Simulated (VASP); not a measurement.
**A VASP study of TaSb2 (PBEsol): structure first, properties next**

What structure and properties does PBEsol give TaSb2, and how near are they to the measured ones? The steps: full relaxation (PBEsol), second relaxation, density, ELF and potential (PBEsol), band structure (PBEsol), density of states (PBEsol), band structure (PBEsol + SOC) and zone-centre phonons (PBEsol). The start is a computed cell from the Materials Project.

Main program and level: VASP 6.6.1; PBEsol; plane waves and PAW (Ta_pv, Sb), in the first sound run; inputs show where later runs differ.

**What experiment says.**

“Topological phase transition induced extreme magnetoresistance in TaSb2” (2016, arxiv:1603.01717) reports for TaSb2, monoclinic, by powder XRD (iodine vapour transport grown): lattice constant a (a, C-centred monoclinic cell) 10.225 ± 0.001 Å; lattice constant b (b, C-centred monoclinic cell) 3.646 ± 0.001 Å; lattice constant c (c, C-centred monoclinic cell) 8.295 ± 0.001 Å.

## (1) The starting structure

Before any relaxation, the start is as follows. The structure is monoclinic, space group C2/m (No. 12). Conventional cell: a = 10.275 Å, b = 3.698 Å, c = 8.358 Å, α = 90.00°, β = 120.53°, γ = 90.00°. Nearest to Ta lie 8 Sb at 2.86 to 2.99 Å and 1 Ta at 3.11 Å. Nearest to Sb lie 3 Sb at 2.79 to 3.06 Å and 3 Ta at 2.86 to 2.91 Å. Sb has 5 Ta at 2.92 to 2.99 Å nearest. Farther neighbours are not listed.

As a file:

```cif
data_structure
_symmetry_space_group_name_H-M 'C2/m'
_symmetry_Int_Tables_number 12
_cell_length_a 10.2753
_cell_length_b 3.6978
_cell_length_c 8.3580
_cell_angle_alpha 90.000
_cell_angle_beta 120.529
_cell_angle_gamma 90.000
_cell_volume 273.54
loop_
_atom_site_label
_atom_site_type_symbol
_atom_site_symmetry_multiplicity
_atom_site_Wyckoff_symbol
_atom_site_fract_x
_atom_site_fract_y
_atom_site_fract_z
_atom_site_occupancy
Ta1 Ta 4 i 0.34886 0.50000 0.81101 1
Sb1 Sb 4 i 0.14828 0.00000 0.53530 1
Sb2 Sb 4 i 0.90462 0.50000 0.11031 1
```

## (2) Full relaxation (PBEsol)

The start need not lie at this functional's minimum. ISIF = 3 frees volume, shape and positions, and EDIFFG sets the threshold on forces and stress at which the search stops. PBEsol restores the gradient expansion of exchange and is tuned for the cells of solids.

Contents of INCAR:

```
SYSTEM = TaSb2
PREC = Accurate
ENCUT = 400
EDIFF = 1E-06
NELM = 100
ISMEAR = 0
SIGMA = 0.05
LREAL = .FALSE.
ALGO = Normal
GGA = PS
NBANDS = 27
LASPH = .TRUE.
LORBIT = 11
LWAVE = .FALSE.
LCHARG = .FALSE.
KPAR = 4
IBRION = 2
NSW = 60
ISIF = 3
EDIFFG = -0.01
```

Contents of POSCAR:

```
TaSb2
1.0
    5.1376696421     -1.8488785780      0.0000000000
    5.1376696421      1.8488785780      0.0000000000
   -4.2456934306      0.0000000000      7.1993285779
Ta Sb
2 4
Direct
    0.8488568800      0.8488568800      0.8110099800
    0.1511431200      0.1511431200      0.1889900200
    0.1482842300      0.1482842300      0.5352999600
    0.8517157800      0.8517157800      0.4647000400
    0.4046172200      0.4046172200      0.1103114100
    0.5953827800      0.5953827800      0.8896885900
```

Contents of KPOINTS:

```
Automatic mesh
0
Gamma
8 8 4
0 0 0
```

Potentials, in the order of the species: Ta_pv and Sb (PBE family, release 64).

Run with:

```sh
$ mpirun -np 4 vasp_std
```

The program printed:

```text
[banner, memory and clock lines left out]
running    4 mpi-ranks, on    1 nodes
 distrk:  each k-point on    1 cores,    4 groups
 distr:  one band on    1 cores,    1 groups

 POSCAR found type information on POSCAR TaSb
 POSCAR found :  2 types and       6 ions
|                                                                             |
|               ----> ADVICE to this user running VASP <----                  |
|                                                                             |
|     You enforced a specific xc type in the INCAR file but a different       |
|     [... a line on the potential file left out ...]
|     I HOPE YOU KNOW WHAT YOU ARE DOING!                                     |
|                                                                             |

 LDA part: xc-table for (Slater+PW92), standard interpolation
 POSCAR, INCAR and KPOINTS ok, starting setup
 FFT: planning ... GRIDC
 FFT: planning ... GRID_SOFT
 FFT: planning ... GRID
 WAVECAR not read
 entering main loop
       N       E                     dE             d eps       ncg     rms          rms(c)
DAV:   1     0.260979947809E+03    0.26098E+03   -0.16773E+04  4700   0.112E+03
DAV:   2    -0.296432195386E+02   -0.29062E+03   -0.28546E+03  4951   0.286E+02
DAV:   3    -0.454983169086E+02   -0.15855E+02   -0.15477E+02  5333   0.615E+01
DAV:   4    -0.458526906774E+02   -0.35437E+00   -0.35204E+00  5408   0.919E+00
DAV:   5    -0.458588342971E+02   -0.61436E-02   -0.61345E-02  5481   0.135E+00    0.176E+01
DAV:   6    -0.447489425235E+02    0.11099E+01   -0.52732E+00  5328   0.108E+01    0.775E+00
DAV:   7    -0.445431307259E+02    0.20581E+00   -0.98290E-01  5307   0.395E+00    0.357E+00
DAV:   8    -0.445005543342E+02    0.42576E-01   -0.18436E-01  5303   0.236E+00    0.484E-01
DAV:   9    -0.444994034607E+02    0.11509E-02   -0.13834E-02  5786   0.534E-01    0.223E-01
DAV:  10    -0.444990367548E+02    0.36671E-03   -0.25913E-03  5354   0.276E-01    0.591E-02
DAV:  11    -0.444990401560E+02   -0.34012E-05   -0.27553E-04  5364   0.770E-02    0.204E-02
DAV:  12    -0.444990410111E+02   -0.85514E-06   -0.42039E-05  5350   0.310E-02    0.683E-03
DAV:  13    -0.444990400033E+02    0.10078E-05   -0.23837E-06  3875   0.850E-03    0.199E-03
DAV:  14    -0.444990399028E+02    0.10053E-06   -0.55815E-07  2779   0.404E-03
   1 F= -.44499040E+02 E0= -.44498316E+02  d E =-.444990E+02
 curvature:   0.00 expect dE= 0.000E+00 dE for cont linesearch  0.000E+00
 trial: gam= 0.00000 g(F)=  0.244E-02 g(S)=  0.152E+00 ort = 0.000E+00 (trialstep = 0.100E+01)
 search vector abs. value=  0.154E+00
 bond charge predicted
       N       E                     dE             d eps       ncg     rms          rms(c)
DAV:   1    -0.450673950376E+02   -0.56836E+00   -0.18829E+01  4332   0.337E+01    0.617E+00
DAV:   2    -0.445823888700E+02    0.48501E+00   -0.14961E+00  4368   0.809E+00    0.201E+00
DAV:   3    -0.444887908740E+02    0.93598E-01   -0.16733E-01  5162   0.253E+00    0.708E-01
DAV:   4    -0.444714442365E+02    0.17347E-01   -0.43988E-02  4832   0.119E+00    0.347E-01
DAV:   5    -0.444710082988E+02    0.43594E-03   -0.30096E-03  5402   0.315E-01    0.222E-01
DAV:   6    -0.444709369083E+02    0.71390E-04   -0.14469E-03  5220   0.181E-01    0.611E-02
DAV:   7    -0.444709287734E+02    0.81349E-05   -0.27460E-04  5439   0.689E-02    0.122E-02
DAV:   8    -0.444709223994E+02    0.63740E-05   -0.29666E-05  5347   0.258E-02    0.558E-03
DAV:   9    -0.444709214728E+02    0.92660E-06   -0.17988E-06  3108   0.685E-03
   2 F= -.44470921E+02 E0= -.44470339E+02  d E =0.281184E-01
[... from here on, the cycles between the ionic steps are left out ...]
   3 F= -.44533075E+02 E0= -.44532385E+02  d E =-.340354E-01
   4 F= -.44539066E+02 E0= -.44538527E+02  d E =-.599086E-02
   5 F= -.44540523E+02 E0= -.44540108E+02  d E =-.744762E-02
   6 F= -.44541296E+02 E0= -.44540897E+02  d E =-.773470E-03
   7 F= -.44541298E+02 E0= -.44540897E+02  d E =-.774610E-03
   8 F= -.44541491E+02 E0= -.44541087E+02  d E =-.193755E-03
   9 F= -.44541502E+02 E0= -.44541094E+02  d E =-.204594E-03
  10 F= -.44541505E+02 E0= -.44541098E+02  d E =-.207015E-03
  11 F= -.44541530E+02 E0= -.44541111E+02  d E =-.252716E-04
 trial-energy change:   -0.000025  1 .order   -0.000028   -0.000127    0.000072
 step:   0.7039(harm=  0.7039)  dis= 0.00073  next Energy=   -44.541545 (dE=-0.407E-04)
 bond charge predicted
       N       E                     dE             d eps       ncg     rms          rms(c)
DAV:   1    -0.445415641214E+02   -0.34465E-04   -0.26136E-03  4224   0.368E-01    0.421E-02
DAV:   2    -0.445415517942E+02    0.12327E-04   -0.19208E-04  4533   0.970E-02    0.154E-02
DAV:   3    -0.445415464516E+02    0.53426E-05   -0.13019E-05  5569   0.229E-02    0.526E-03
DAV:   4    -0.445415452834E+02    0.11682E-05   -0.18009E-06  2938   0.758E-03    0.227E-03
DAV:   5    -0.445415450389E+02    0.24453E-06   -0.31683E-07  2253   0.342E-03
  12 F= -.44541545E+02 E0= -.44541130E+02  d E =-.405155E-04
 curvature:  -0.53 expect dE=-0.209E-04 dE for cont linesearch -0.166E-06
 trial: gam= 0.37488 g(F)=  0.146E-04 g(S)=  0.249E-04 ort =-0.739E-05 (trialstep = 0.102E+01)
 search vector abs. value=  0.584E-04
 reached required accuracy - stopping structural energy minimisation
```

Elapsed: 4.4 min, on 4 MPI ranks of AMD EPYC 9R45, shared host; peak memory 1.5 GiB.

Lines that name or quote the potential files are left out of all logs, and their timing lines are given in words.

Parts of OUTCAR (step 2):

```text
ion  position               nearest neighbor table
   1  0.849  0.849  0.811-   3 2.86   3 2.86   4 2.91   5 2.92   5 2.92   6 2.93   6 2.93   6 2.99
                             2 3.11
   2  0.151  0.151  0.189-   4 2.86   4 2.86   3 2.91   6 2.92   6 2.92   5 2.93   5 2.93   5 2.99
                             1 3.11
   3  0.148  0.148  0.535-   4 2.79   1 2.86   1 2.86   2 2.91   4 3.06   4 3.06   5 3.64   5 3.64
                             6 3.76   6 3.76
   4  0.852  0.852  0.465-   3 2.79   2 2.86   2 2.86   1 2.91   3 3.06   3 3.06   6 3.64   6 3.64
                             5 3.76   5 3.76
   5  0.405  0.405  0.110-   1 2.92   1 2.92   2 2.93   2 2.93   2 2.99   6 3.30   6 3.31   6 3.31
                             3 3.64   3 3.64   4 3.76   4 3.76
   6  0.595  0.595  0.890-   2 2.92   2 2.92   1 2.93   1 2.93   1 2.99   5 3.30   5 3.31   5 3.31
                             4 3.64   4 3.64   3 3.76   3 3.76

  LATTYP: Found a base centered monoclinic cell.
 ALAT       =    10.2753392842
 B/A-ratio  =     0.3598671590
 C/A-ratio  =     0.8134042678
 COS(beta)  =    -0.5079792987

 Subroutine GETGRP returns: Found  4 space group operations
 (whereof  4 operations were pure point group operations)

The static configuration has the point symmetry C_2h.

 Found     78 irreducible k-points:

   k-points           NKPTS =     78   k-points in BZ     NKDIM =     78   number of bands    NBANDS=     27

   dimension x,y,z NGX =    36 NGY =   36 NGZ =   56
   dimension x,y,z NGXF=    72 NGYF=   72 NGZF=  112

   ENCUT  =  400.0 eV  29.40 Ry    5.42 a.u.   8.90  8.90 13.63*2*pi/ulx,y,z

   NELECT =      42.0000    total number of electrons

 k-points in reciprocal lattice and weights: Automatic mesh
   0.00000000  0.00000000  0.00000000       0.004
   0.12500000  0.00000000  0.00000000       0.016
   0.25000000  0.00000000  0.00000000       0.016
   0.37500000  0.00000000  0.00000000       0.016
   0.50000000  0.00000000  0.00000000       0.008
   0.12500000  0.12500000  0.00000000       0.008
   0.25000000  0.12500000  0.00000000       0.016
   0.37500000  0.12500000  0.00000000       0.016
   0.50000000  0.12500000  0.00000000       0.016
[...]
-0.37500000  0.37500000  0.50000000       0.008
   0.50000000  0.50000000  0.50000000       0.004

 average (electrostatic) potential at core
       1 -34.1455       2 -34.1455       3 -83.8264       4 -83.8264       5 -83.6506
       6 -83.6506

 E-fermi :   8.5414

 k-point     1 :       0.0000    0.0000    0.0000
  band No.  band energies     occupation
    ...
     17       6.8356      2.00000
     18       6.9611      2.00000
     19       7.5666      2.00000
     20       7.6941      2.00000
     21       8.0342      2.00000
     22       9.2213      0.00000
     23      10.0210      0.00000
     24      10.8068      0.00000
     25      10.8661      0.00000
     26      11.3549      0.00000
    ...

 k-point     2 :       0.1250    0.0000    0.0000
  band No.  band energies     occupation
    ...
     17       6.6866      2.00000
     18       6.8919      2.00000
     19       7.0867      2.00000
     20       7.4326      2.00000
     21       8.0007      2.00000
     22       9.4784      0.00000
     23      10.0480      0.00000
     24      10.4574      0.00000
     25      10.6312      0.00000
     26      11.0281      0.00000
    ...

 k-point     3 :       0.2500    0.0000    0.0000
  band No.  band energies     occupation
    ...
     17       6.2170      2.00000
     18       6.4462      2.00000
     19       6.9582      2.00000
     20       7.2686      2.00000
     21       7.6958      2.00000
     22       9.4055      0.00000
     23       9.7950      0.00000
     24      10.2947      0.00000
     25      10.8193      0.00000
     26      10.9585      0.00000
    ...

  Total        0.0211319      0.0161187      0.0472627      0.0000000      0.0000000      0.0089004
  in kB        0.2548736      0.1944094      0.5700392      0.0000000      0.0000000      0.1073486
  external PRESSURE =       0.3397740 kB  Pullay stress =       0.0000000 kB

  energy-cutoff  :      400.00
  volume of cell :      132.84
      direct lattice vectors                 reciprocal lattice vectors
     5.117157495 -1.818364288  0.009518528     0.097603162 -0.274972404  0.057702904
     5.117157495  1.818364288  0.009518528     0.097603162  0.274972404  0.057702904
    -4.215422701  0.000000000  7.130292584    -0.000260589  0.000000000  0.140092639

 POSITION                                       TOTAL-FORCE (eV/Angst)
 -----------------------------------------------------------------------------------
      5.27372      0.00000      5.80513        -0.006370      0.000000      0.007324
      0.74517      0.00000      1.34420         0.006370      0.000000     -0.007324
     -0.73802      0.00000      3.81450        -0.003902      0.000000      0.003074
      6.75692      0.00000      3.33483         0.003902      0.000000     -0.003074
      3.66465      0.00000      0.81858         0.005229      0.000000      0.002150
      2.35424      0.00000      6.33075        -0.005229      0.000000     -0.002150
 -----------------------------------------------------------------------------------
    total drift:                               -0.000014      0.000000      0.000000

  FREE ENERGIE OF THE ION-ELECTRON SYSTEM (eV)
  ---------------------------------------------------
  free  energy   TOTEN  =       -44.5415450389 eV

  energy  without entropy=      -44.5407158093  energy(sigma->0) =      -44.54113042

 reached required accuracy - stopping structural energy minimisation

 total charge
# of ion       s       p       d       tot
------------------------------------------
    1        0.282   6.135   2.405   8.821
    2        0.282   6.135   2.405   8.821
    3        1.143   1.299   0.062   2.504
    4        1.143   1.299   0.062   2.504
    5        1.128   1.304   0.056   2.489
    6        1.128   1.304   0.056   2.489
--------------------------------------------------
tot          5.105  17.476   5.047  27.628

[... 3 further parts left out ...]
```

CONTCAR:

```
TaSb2
   1.00000000000000
     5.1171574945082750   -1.8183642879180102    0.0095185282672717
     5.1171574945082750    1.8183642879180102    0.0095185282672717
    -4.2154227014579151    0.0000000000000000    7.1302925838484903
  Ta              Sb
     2     4
Direct
     0.8497042829169007    0.8497042829169007    0.8118814230834216
     0.1502957170830994    0.1502957170830994    0.1881185769165782
     0.1480743743730148    0.1480743743730148    0.5345757291223308
     0.8519256356269860    0.8519256356269860    0.4654242708776694
     0.4049162392866362    0.4049162392866362    0.1137224560533127
     0.5950837607133638    0.5950837607133638    0.8862775439466875
```

The PAW data sets were made with PBE, which is usual practice but a small mismatch for other functionals. The run keeps the 4 symmetry operations of its start, so it cannot find a distortion of lower symmetry.

Relaxation path:

| step | energy less that of the first step (eV) | largest force (eV/Å) | pressure (GPa) | volume (Å³) |
| --- | --- | --- | --- | --- |
| 1 | 0.0000 | 0.1065 | -2.90 | 136.77 |
| 2 | 0.0281 | 0.4523 | 4.65 | 128.77 |
| 3 | -0.0340 | 0.2217 | 0.08 | 133.28 |
| 4 | -0.0400 | 0.1317 | 0.02 | 133.10 |
| 5 | -0.0415 | 0.0629 | -0.03 | 132.95 |
| 6 | -0.0423 | 0.0250 | 0.03 | 132.84 |
| 7 | -0.0423 | 0.0237 | 0.03 | 132.84 |
| 8 | -0.0425 | 0.0160 | -0.03 | 132.91 |
| 9 | -0.0425 | 0.0189 | -0.06 | 132.94 |
| 10 | -0.0425 | 0.0184 | -0.06 | 132.93 |
| 11 | -0.0425 | 0.0065 | 0.07 | 132.79 |
| 12 | -0.0425 | 0.0097 | 0.03 | 132.84 |

| cell as run | before | after | change |
| --- | --- | --- | --- |
| a (Å) | 5.460 | 5.431 | -0.5 % |
| b (Å) | 5.460 | 5.431 | -0.5 % |
| c (Å) | 8.358 | 8.283 | -0.9 % |
| γ (°) | 39.58 | 39.12 | -1.2 % |
| volume (Å³/atom) | 22.80 | 22.14 | -2.9 % |

The atoms that moved most (Å, as changes of fractional coordinates times the final cell):

| atom | dx | dy | dz | length |
| --- | --- | --- | --- | --- |
| Sb5 | -0.011 | 0.000 | 0.024 | 0.027 |
| Sb6 | 0.011 | 0.000 | -0.024 | 0.027 |
| Ta2 | -0.005 | 0.000 | -0.006 | 0.008 |
| Ta1 | 0.005 | 0.000 | 0.006 | 0.008 |
| Sb3 | 0.001 | 0.000 | -0.005 | 0.005 |
| Sb4 | -0.001 | 0.000 | 0.005 | 0.005 |

Final coordinates:

```xyz
6
Lattice="5.1172 -1.8184 0.0095 5.1172 1.8184 0.0095 -4.2154 0.0000 7.1303" Properties=species:S:1:pos:R:3 pbc="T T T"
Ta    5.2737    0.0000    5.8051
Ta    0.7452    0.0000    1.3442
Sb   -0.7380    0.0000    3.8145
Sb    6.7569    0.0000    3.3348
Sb    3.6647    0.0000    0.8186
Sb    2.3542    0.0000    6.3307
```

Numbers from this step:

* electrons: 42
* bands: 27
* irreducible k-points: 78
* symmetry operations: 4
* free energy (TOTEN): -44.54 eV
* energy at zero smearing: -44.54 eV
* Fermi energy: 8.541 eV
* pressure: 0.03398 GPa
* metallic: yes
* SCF cycles over all ionic steps: 73

It ends with a largest force of 0.010 eV/Å and a pressure of 0.03 GPa.

(Continued in part 2 of 6.)

[Lines on the potential files, build, host, timing and source positions are cut from VASP's logs without a mark.]

[Logs are printed without paths, hosts, clocks, repeated set-up lines and the standing remarks that a program may print on its own settings, such as how far it seeks lower states.]

[Hosts, paths, dates, database ids (printed as entryN), source tags and the programs' standing remarks are cut or masked in the printed files.]

[A measured line is paired with the nearest computed mode of its activity, which favours agreement.]
